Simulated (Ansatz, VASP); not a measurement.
# Cross-check of NiS between VASP and Ansatz

Aim: how closely do two programs agree when they are given the same cell, functional and k mesh? The cell is taken from a series of runs on this material, whose earlier steps may have relaxed, scaled, displaced or heated it; both programs get it as it stands.

Calculated with Ansatz 0.2.0; plane waves, with VASP 6.6.1 beside it; LDA, DFT+U.

## Step 1: The structure

It takes space group P6_3/mmc (No. 194, hexagonal). The conventional cell has a = 3.425 Å, b = 3.425 Å, c = 5.340 Å, α = 90.00°, β = 90.00°, γ = 120.00°. Ni has 6 S at 2.39 Å and 2 Ni at 2.67 Å nearest. Nearest to S lie 6 Ni at 2.39 Å. Farther neighbours and most contacts between anions are not listed.

## Step 2: Ansatz: single point, LDA, DFT+U, pair 1

Ansatz runs on its default PAW (the set named soft_2) files.

With cell and atoms fixed, the geometry can't cause a difference; cores, projectors, grids and the points listed under the comparison can.

The input, input.yaml:

```yaml
crystal:
  lattice:
    - [-3.425, 0.0, 0.0]
    - [0.0, 0.0, -5.34]
    - [0.0, -5.932274016, 0.0]
  atoms:
    - { symbol: Ni, position: [0.5, 0.0, 0.5], spin: 2.0 }
    - { symbol: Ni, position: [0.0, 0.0, 0.0], spin: -2.0 }
    - { symbol: Ni, position: [0.5, 0.5, 0.5], spin: 2.0 }
    - { symbol: Ni, position: [0.0, 0.5, 0.0], spin: -2.0 }
    - { symbol: S, position: [0.500000001, 0.75, 0.166666666] }
    - { symbol: S, position: [0.0, 0.75, 0.666666666] }
    - { symbol: S, position: [0.0, 0.25, 0.333333334] }
    - { symbol: S, position: [0.499999999, 0.25, 0.833333334] }
magnetization:
  spin_polarized: true
kpoints:
  mp_grid: { grid: [8, 5, 5] }
hamiltonian:
  xc: lda
  hubbard:
    sites:
      - { species: Ni, l: d, u_eff: 6.6 }
      - { site: 0, l: d, u_eff: 6.6, starting_ns: [{ spin: up, occupation_matrix: ni1_major }, { spin: down, occupation_matrix: ni1_minor }] }
      - { site: 1, l: d, u_eff: 6.6, starting_ns: [{ spin: up, occupation_matrix: ni1_minor }, { spin: down, occupation_matrix: ni1_major }] }
      - { site: 2, l: d, u_eff: 6.6, starting_ns: [{ spin: up, occupation_matrix: ni2_major }, { spin: down, occupation_matrix: ni2_minor }] }
      - { site: 3, l: d, u_eff: 6.6, starting_ns: [{ spin: up, occupation_matrix: ni2_minor }, { spin: down, occupation_matrix: ni2_major }] }
    projectors: ortho-atomic
    occupation_matrices:
      ni1_major:
        matrix:
          - [0.984, 0.0, 0.0, 0.001, 0.0]
          - [0.0, 0.937, -0.005, -0.004, -0.036]
          - [0.0, -0.005, 0.969, -0.012, -0.004]
          - [0.001, -0.004, -0.012, 0.977, -0.002]
          - [0.0, -0.036, -0.004, -0.002, 0.962]
      ni1_minor:
        matrix:
          - [0.978, 0.003, -0.012, -0.008, 0.003]
          - [0.003, 0.856, 0.061, 0.043, -0.089]
          - [-0.012, 0.061, 0.494, -0.357, 0.035]
          - [-0.008, 0.043, -0.357, 0.717, 0.027]
          - [0.003, -0.089, 0.035, 0.027, 0.92]
      ni2_major:
        matrix:
          - [0.984, 0.0, 0.0, -0.001, -0.001]
          - [0.0, 0.965, 0.011, -0.008, 0.015]
          - [0.0, 0.011, 0.941, 0.033, -0.008]
          - [-0.001, -0.008, 0.033, 0.963, 0.005]
          - [-0.001, 0.015, -0.008, 0.005, 0.975]
      ni2_minor:
        matrix:
          - [0.978, -0.012, -0.003, 0.002, 0.008]
          - [-0.012, 0.532, -0.126, 0.101, 0.324]
          - [-0.003, -0.126, 0.818, 0.122, 0.092]
          - [0.002, 0.101, 0.122, 0.892, -0.075]
          - [0.008, 0.324, 0.092, -0.075, 0.744]
scf:
  occupations: { method: fermi_dirac, width: 0.05 }
output:
  eigenvalues: true
```

Run with:

```console
$ ansatz run input.yaml --threads 4 --pin off --max-ram 8192MiB --backend cpu --events-out ev --progress --plain --runs-dir out
```

Numbers of over 12 decimals in the logs are rounded to 6 here.

The program printed:

```text
Warning: crystal.symmetry: narrowed to the stabiliser of the occupation matrices — unitary ops 8 → 2, anti-unitary 8 → 2; lowered by the specified shells (site 0, l: d), (site 1, l: d), (site 2, l: d), (site 3, l: d); largest admitted image defect 4.4e-16, smallest excluded 2.5e-1 — at a splitting's scale: the group the occupation matrices' own texture admits
Engine: ansatz 0.2.0, aarch64-unknown-linux-gnu
Pseudopotentials: kind: paw
Pseudopotential: Ni, paw, valence charge 18, recommended cutoff 420 eV (normal), Ni.paw.azcp
Pseudopotential: S, paw, valence charge 6, recommended cutoff 420 eV (normal), S.paw.azcp
Functional definition: SPW92
  exchange = slater_x
  correlation = pw_c
Crystal: 8 atoms, lattice volume = 108.498 Å³
Basis set: ecut = 420 eV, 2157 PW (Γ)
Bands: 63, of which v1, the nominal top of the filled ones, is band 48 counted from 1 (47 counted from 0)
Symmetry: 2 space group operations
k-points: 101 of 200
Non-local potential: Ni, projectors of the file, l = 0: 3, l = 1: 2, l = 2: 3, l = 3: 1
Non-local potential: S, projectors of the file, l = 0: 2, l = 1: 2, l = 2: 2
PAW form: soft (Blöchl's): semilocal exchange-correlation on the pseudo side does not see the compensation charge
PAW frozen core: Ni, regenerated for the run's functional, and the local potential with it (the file was generated under x = pbe(κ = 0.804, μ = 0.219515), c = pbe(β = 0.066725))
PAW frozen core: S, regenerated for the run's functional, and the local potential with it (the file was generated under x = pbe(κ = 0.804, μ = 0.219515), c = pbe(β = 0.066725))
PAW one-centre angular grid: Ni, 590 points (default); XC on 64 Gauss nodes
PAW one-centre angular grid: S, 110 points (default); XC on 64 Gauss nodes
Initial density: superposition of atomic densities (chi_scale 0.1, normalization cell)
Starting moments: Σ|m| = 8 μB on 4 of 8 sites
Initial wavefunctions: pseudopotential atomic-orbital guess
Functional: x = slater, c = lda
SCF iter   1: F=—  HF=-26565.618200 eV  |F-HF|=—  |Δ(HF+E_count)|=         —  Δρ=1.23e-1 (↑1.23e-1 ↓1.23e-1)  dr2=1.73e1  dr2_m=9.38e0  M=0.000 μB ∫|m|=3.572 μB  β_m=0.30  ethr=3.10e-3  ⟨swp⟩=5.1  Hψ=22054  notcnv=0  defer=181
preconditioner: auto → Kerker (q_TF=auto, 2.673 Å⁻¹)  [metal: Δε(μ)=0.005 eV  Ē_g=11.439 eV  σ=0.050 eV  W_gap=0.03  n_scr=38 (ndim 8)  ℏωp=28.5 eV  f_vac=0.000  D(μ)=3.70/eV (n_scr^D=34)]
spin=Collinear: Kerker preconditioning applied to the charge; magnetization (m = ρ↑ − ρ↓) channel mixes plain (no charge-response kernel on spin).
SCF iter   2: F=—  HF=-26563.949107 eV  |F-HF|=—  |Δ(HF+E_count)|=    1.67e0  Δρ=6.24e-2 (↑6.24e-2 ↓6.24e-2)  dr2=1.31e0  dr2_m=3.12e0  M=0.000 μB ∫|m|=4.207 μB  β_m=0.30  ethr=3.10e-3  ⟨swp⟩=3.0  Hψ=13142  notcnv=0  defer=699
SCF iter   3: F=—  HF=-26563.880220 eV  |F-HF|=—  |Δ(HF+E_count)|=   6.89e-2  Δρ=4.47e-2 (↑4.47e-2 ↓4.47e-2)  dr2=8.83e-1  dr2_m=1.63e0  M=0.000 μB ∫|m|=4.159 μB  β_m=0.30  ethr=1.37e-3  ⟨swp⟩=2.0  Hψ=7825  notcnv=0  defer=701
SCF iter   4: F=—  HF=-26563.676089 eV  |F-HF|=—  |Δ(HF+E_count)|=   2.04e-1  Δρ=2.57e-2 (↑2.57e-2 ↓2.57e-2)  dr2=1.67e-1  dr2_m=5.74e-1  M=0.000 μB ∫|m|=4.376 μB  β_m=1.00  ethr=9.19e-4  ⟨swp⟩=2.3  Hψ=9124  notcnv=0  defer=701
SCF iter   5: F=—  HF=-26563.751940 eV  |F-HF|=—  |Δ(HF+E_count)|=   7.59e-2  Δρ=3.26e-3 (↑3.26e-3 ↓3.26e-3)  dr2=2.78e-2  dr2_m=9.70e-4  M=0.000 μB ∫|m|=4.383 μB  β_m=0.30  ethr=1.74e-4  ⟨swp⟩=2.0  Hψ=12786  notcnv=0  defer=715
SCF iter   6: F=—  HF=-26563.813206 eV  |F-HF|=—  |Δ(HF+E_count)|=   6.13e-2  Δρ=1.68e-3 (↑1.68e-3 ↓1.68e-3)  dr2=3.57e-3  dr2_m=6.69e-4  M=0.000 μB ∫|m|=4.387 μB  β_m=1.00  ethr=2.90e-5  ⟨swp⟩=2.0  Hψ=11031  notcnv=0  defer=715
SCF iter   7: F=—  HF=-26563.848219 eV  |F-HF|=—  |Δ(HF+E_count)|=   3.50e-2  Δρ=1.31e-3 (↑1.31e-3 ↓1.31e-3)  dr2=2.34e-3  dr2_m=7.89e-4  M=0.000 μB ∫|m|=4.422 μB  β_m=1.00  ethr=3.72e-6  ⟨swp⟩=2.0  Hψ=10681  notcnv=0  defer=715
SCF iter   8: F=—  HF=-26563.873633 eV  |F-HF|=—  |Δ(HF+E_count)|=   2.54e-2  Δρ=1.67e-3 (↑1.67e-3 ↓1.67e-3)  dr2=6.35e-3  dr2_m=2.10e-4  M=0.000 μB ∫|m|=4.415 μB  β_m=0.30  ethr=2.44e-6  ⟨swp⟩=2.0  Hψ=10900  notcnv=0  defer=715
SCF iter   9: F=—  HF=-26563.886842 eV  |F-HF|=—  |Δ(HF+E_count)|=   1.32e-2  Δρ=1.19e-3 (↑1.19e-3 ↓1.19e-3)  dr2=4.11e-4  dr2_m=1.08e-3  M=0.000 μB ∫|m|=4.451 μB  β_m=1.00  ethr=2.44e-6  ⟨swp⟩=2.0  Hψ=8556  notcnv=0  defer=715
SCF iter  10: F=—  HF=-26563.896460 eV  |F-HF|=—  |Δ(HF+E_count)|=   9.62e-3  Δρ=1.18e-3 (↑1.18e-3 ↓1.18e-3)  dr2=9.46e-4  dr2_m=6.20e-4  M=0.000 μB ∫|m|=4.480 μB  β_m=1.00  ethr=4.28e-7  ⟨swp⟩=2.0  Hψ=10537  notcnv=0  defer=715
[...]
SCF iter  32: F=—  HF=-26564.085910 eV  |F-HF|=—  |Δ(HF+E_count)|=   5.12e-3  Δρ=6.16e-4 (↑6.16e-4 ↓6.16e-4)  dr2=3.13e-4  dr2_m=2.76e-4  M=0.000 μB ∫|m|=5.451 μB  β_m=0.87  ethr=4.28e-7  ⟨swp⟩=2.5  Hψ=11646  notcnv=0  defer=673
SCF iter  33: F=—  HF=-26564.086852 eV  |F-HF|=—  |Δ(HF+E_count)|=   9.42e-4  Δρ=4.95e-4 (↑4.95e-4 ↓4.95e-4)  dr2=4.44e-4  dr2_m=1.05e-4  M=0.000 μB ∫|m|=5.453 μB  β_m=0.93  ethr=3.26e-7  ⟨swp⟩=2.0  Hψ=10830  notcnv=0  defer=673
SCF iter  34: F=—  HF=-26564.086897 eV  |F-HF|=—  |Δ(HF+E_count)|=   4.48e-5  Δρ=2.06e-4 (↑2.06e-4 ↓2.06e-4)  dr2=6.84e-5  dr2_m=1.79e-5  M=0.000 μB ∫|m|=5.457 μB  β_m=0.97  ethr=3.26e-7  ⟨swp⟩=2.0  Hψ=8582  notcnv=0  defer=673
SCF iter  35: F=—  HF=-26564.086943 eV  |F-HF|=—  |Δ(HF+E_count)|=   4.54e-5  Δρ=9.00e-5 (↑9.00e-5 ↓9.00e-5)  dr2=1.10e-5  dr2_m=3.51e-6  M=0.000 μB ∫|m|=5.458 μB  β_m=0.98  ethr=7.12e-8  ⟨swp⟩=2.1  Hψ=10590  notcnv=0  defer=673
SCF iter  36: F=—  HF=-26564.086960 eV  |F-HF|=—  |Δ(HF+E_count)|=   1.77e-5  Δρ=5.84e-5 (↑5.84e-5 ↓5.84e-5)  dr2=6.14e-6  dr2_m=1.06e-6  M=0.000 μB ∫|m|=5.458 μB  β_m=0.99  ethr=1.15e-8  ⟨swp⟩=2.0  Hψ=10489  notcnv=0  defer=673
SCF iter  37: F=—  HF=-26564.086970 eV  |F-HF|=—  |Δ(HF+E_count)|=   9.84e-6  Δρ=3.78e-5 (↑3.78e-5 ↓3.78e-5)  dr2=3.60e-6  dr2_m=1.34e-7  M=0.000 μB ∫|m|=5.460 μB  β_m=0.85  ethr=6.40e-9  ⟨swp⟩=2.0  Hψ=10567  notcnv=0  defer=673
SCF iter  38: F=—  HF=-26564.086970 eV  |F-HF|=—  |Δ(HF+E_count)|=   4.14e-7  Δρ=2.66e-5 (↑2.66e-5 ↓2.66e-5)  dr2=1.27e-6  dr2_m=2.91e-7  M=0.000 μB ∫|m|=5.459 μB  β_m=0.93  ethr=3.75e-9  ⟨swp⟩=2.0  Hψ=9949  notcnv=0  defer=673
SCF iter  39: F=—  HF=-26564.086970 eV  |F-HF|=—  |Δ(HF+E_count)|=   4.04e-7  Δρ=2.59e-5 (↑2.59e-5 ↓2.59e-5)  dr2=1.69e-6  dr2_m=1.61e-7  M=0.000 μB ∫|m|=5.459 μB  β_m=0.96  ethr=1.32e-9  ⟨swp⟩=2.0  Hψ=8435  notcnv=0  defer=673
SCF iter  40: F=—  HF=-26564.086970 eV  |F-HF|=—  |Δ(HF+E_count)|=   7.80e-8  Δρ=8.16e-6 (↑8.16e-6 ↓8.16e-6)  dr2=9.18e-8  dr2_m=2.03e-8  M=0.000 μB ∫|m|=5.459 μB  β_m=0.98  ethr=1.04e-10  ⟨swp⟩=8.1  Hψ=27225  notcnv=0
SCF iter  41: F=-26564.086970 eV  HF=-26564.086970 eV  |F-HF|=1.94e-9  |Δ(HF+E_count)|=   1.90e-7  Δρ=2.50e-6 (↑2.50e-6 ↓2.50e-6)  dr2=5.72e-9  dr2_m=3.55e-9  M=0.000 μB ∫|m|=5.459 μB  ethr=9.56e-11  ⟨swp⟩=3.2  Hψ=16725  notcnv=0
WARN: hamiltonian.hubbard: on 4 of 8 specified blocks the occupation matrix of this SCF's result fails the test of the specified filling. At site 0 ↓ (sites count from 0 in the list of atoms of the cell that this SCF solves) the least filled combination of the orbitals specified full has occupation 0.553, and the fullest combination of the orbitals specified empty has occupation 0.292; the filling counts as kept wher [...]
SCF 1 converged in 41 iterations: F = -26564.086970 eV  dr2 = 5.72e-9
  greatest PAW one-centre occupation: 1.003 electrons in one spin orbital (limit 2), on the Ni atom at site 3 (counted from 0), in its partial waves of l = 1
SCF converged after 41 iterations
Magnetization: 0.0000 μB (48.0000 up, 48.0000 down)
Absolute magnetization: 5.4573 μB (∫|ρ↑−ρ↓|, with the PAW one-centre terms)
Spin contamination: 2.9371 ħ² per cell (⟨S²⟩ above its minimum at these occupations)
Per-site moments (μB) at R_I (Å): [(1.167710, 0.984176), (-1.167710, 0.984176), (1.167671, 0.984176), (-1.167671, 0.984176), (-0.106152, 0.984176), (0.106152, 0.984176), (0.106152, 0.984176), (-0.106152, 0.984176)]
Free energy (F): -26564.086970 eV
Harris-Foulkes:  -26564.086970 eV  (|F-HF|=1.94e-9)
Internal energy: -26564.077808 eV  (E = F + TS)
E sigma→0 (E₀):  -26564.082389 eV
Entropy (-TS):   -0.009163 eV (-1.145 meV/atom)
Fermi energy:    12.299723 eV
--- Per-component energies (eV) ---
  E_band       = -1500.135885
  E_kinetic    = 1562.859564
  E_local      = -17978.946259  (includes V_loc(G=0)·N_el)
  E_nonlocal   = 2707.041605
  E_hartree    = 7626.861501
  E_xc         = -721.429848
  E_vxc        = -786.416467  (∫ρ·V_xc dr)
  E_hubbard    = 7.650350  (on-site DFT+U / exact-exchange correction)
  E_vhub       = -99.694162  (the Hubbard potential's part of the band-sum identity)
  E_paw        = -8548.411545  (= ΣΔE_a)
  E_vpaw       = -2158.703113  (= ΣTr[D̂ρ^β])
  E_aug_tail   = 0.001603  (compensation charges beyond the density's cutoff)
  E_ewald      = -11222.054051
  E_core_change = 2.349272  (= ΣΔE_core)
  E_smearing   = -0.009163  (= −TS)
  E_closure    = -0.000000  (closes the sum)
  Σ components = -26564.086970   (vs F -26564.086970, Δ=0.00e0)
--- Specified on-site occupations, and those of the state reported ---
  electrons in the specified blocks: 35.1720 specified, 34.8470 found
  site 3 (l=d) ↑: largest change of an orbital's occupation 0.4963; electrons 3.9640 specified, 3.7945 found; spectral distance 0.2563
  site 2 (l=d) ↓: largest change of an orbital's occupation 0.4963; electrons 3.9640 specified, 3.7945 found; spectral distance 0.2563
  site 1 (l=d) ↑: largest change of an orbital's occupation 0.2589; electrons 3.9650 specified, 3.7944 found; spectral distance 0.2566
  site 0 (l=d) ↓: largest change of an orbital's occupation 0.2589; electrons 3.9650 specified, 3.7944 found; spectral distance 0.2566
  site 3 (l=d) ↓: largest change of an orbital's occupation 0.0679; electrons 4.8280 specified, 4.9173 found; spectral distance 0.0643
  site 2 (l=d) ↑: largest change of an orbital's occupation 0.0679; electrons 4.8280 specified, 4.9173 found; spectral distance 0.0643
  site 1 (l=d) ↓: largest change of an orbital's occupation 0.0622; electrons 4.8290 specified, 4.9173 found; spectral distance 0.0647
  site 0 (l=d) ↑: largest change of an orbital's occupation 0.0622; electrons 4.8290 specified, 4.9173 found; spectral distance 0.0647
--- Band table (eV; the first three rows and the last of 202) ---
  k-point 0 ↑: bands = [... 44 lower, 11.2583, 11.3477, 11.3579, 11.9609, 13.1778, 13.5795, 14.5811, 14.8191, ... 11 higher]
  k-point 1 ↑: bands = [... 44 lower, 11.1242, 11.2019, 11.2051, 12.0583, 13.1366, 13.8299, 14.4482, 14.5464, ... 11 higher]
  k-point 2 ↑: bands = [... 44 lower, 10.7295, 10.7511, 11.1968, 12.2762, 13.0895, 14.1117, 14.2159, 14.4990, ... 11 higher]
  k-point 100 ↓: bands = [... 44 lower, 10.3933, 10.8441, 10.9236, 11.3068, 13.2012, 13.7092, 13.7635, 14.3951, ... 11 higher]
Occupation matrices written to <dir>
```

In the SCF lines HF is the Harris–Foulkes energy and dr2 the Hartree energy of the density residual, in eV; the loop may stop once dr2 is under the threshold and the program's other checks hold. Hψ counts applications of the Hamiltonian.

(Part 1 of 3 ends here.)

[Lines on the potential files, build, host, timing and source positions are cut from VASP's logs without a mark.]

[Logs are printed without paths, hosts, clocks, repeated set-up lines and the standing remarks that a program may print on its own settings, such as how far it seeks lower states.]

[Hosts, paths, dates, database ids (printed as entryN), source tags and the programs' standing remarks are cut or masked in the printed files.]
